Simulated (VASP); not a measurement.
Data:

```
PtTe2
1.0
    2.04204    -3.53692     0.00000
    2.04204     3.53692     0.00000
    0.00000     0.00000     5.38290
Te Pt
2 1
Direct
  0.33333   0.66667   0.25325
  0.66667   0.33333   0.74675
  0.00000   0.00000   0.00000
```

Computed with PBE GGA with spin-orbit coupling, VASP's PBE PAW potentials (set 64) (plane waves; VASP 6.6.1). Numerical set-up: 400 eV cut-off, 8×8×5 Γ-centred mesh, Gaussian smearing of 0.050 eV, potentials Te Pt.

**Question.** Give the energies of bands 15 to 28 at the high-symmetry points, in eV from the Fermi level.

**Answer.** 
| band | Γ | M | K | A | L | H |
|---|---|---|---|---|---|---|
| 15 | -2.50 | -3.49 | -3.57 | -2.52 | -3.24 | -3.87 |
| 16 | -2.50 | -3.49 | -3.57 | -2.52 | -3.24 | -3.87 |
| 17 | -1.14 | -3.12 | -2.18 | -1.54 | -2.83 | -3.31 |
| 18 | -1.14 | -3.12 | -2.18 | -1.54 | -2.83 | -3.31 |
| 19 | -0.18 | -3.02 | -1.94 | -1.35 | -2.54 | -2.56 |
| 20 | -0.18 | -3.02 | -1.94 | -1.35 | -2.54 | -2.56 |
| 21 | 0.94 | -2.67 | -1.78 | -0.76 | -0.81 | -2.40 |
| 22 | 0.94 | -2.67 | -1.78 | -0.76 | -0.81 | -2.40 |
| 23 | 1.07 | 0.14 | -0.28 | 1.87 | 0.49 | 1.96 |
| 24 | 1.07 | 0.14 | -0.28 | 1.87 | 0.49 | 1.96 |
| 25 | 1.28 | 2.21 | -0.24 | 2.10 | 1.18 | 2.20 |
| 26 | 1.28 | 2.21 | -0.24 | 2.10 | 1.18 | 2.20 |
| 27 | 2.79 | 3.59 | 2.59 | 3.83 | 3.82 | 5.38 |
| 28 | 2.79 | 3.59 | 2.59 | 3.83 | 3.82 | 5.38 |

It has no gap at this level: it comes out as a metal or semimetal.

The compound is PtTe2 in the 1T layered structure. It was relaxed first, which changed the volume by +6 %.
